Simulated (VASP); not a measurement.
**RuN (relaxed from the rock salt structure, space group Fm-3m): computed properties**

These are PBEsol GGA, VASP's PBE PAW potentials (set 64) (plane waves; VASP) values and carry that method's errors.

- space group: Fm-3m (225)
- cell: a = b = c = 4.2534 Å, α = β = γ = 90.00°
- volume per atom: 9.62 Å³/atom
- band gap (over mesh and band path): none (metal, semimetal or under 0.01 eV)
- density: 9.93 g/cm³

```xyz
2
Lattice="0.0000 2.1267 2.1267 2.1267 0.0000 2.1267 2.1267 2.1267 0.0000" Properties=species:S:1:pos:R:3 pbc="T T T"
Ru     0.0000     0.0000     0.0000
N      2.1267     2.1267     2.1267
```

The structure was generated: RuN was put into the rock salt type (Fm-3m), which need not be its known phase. It was relaxed first, which changed the volume by -25 %. Symmetry was kept, so distortions that lower it aren't found. The electron count is odd and the run is not spin-polarised, which forces a metal.
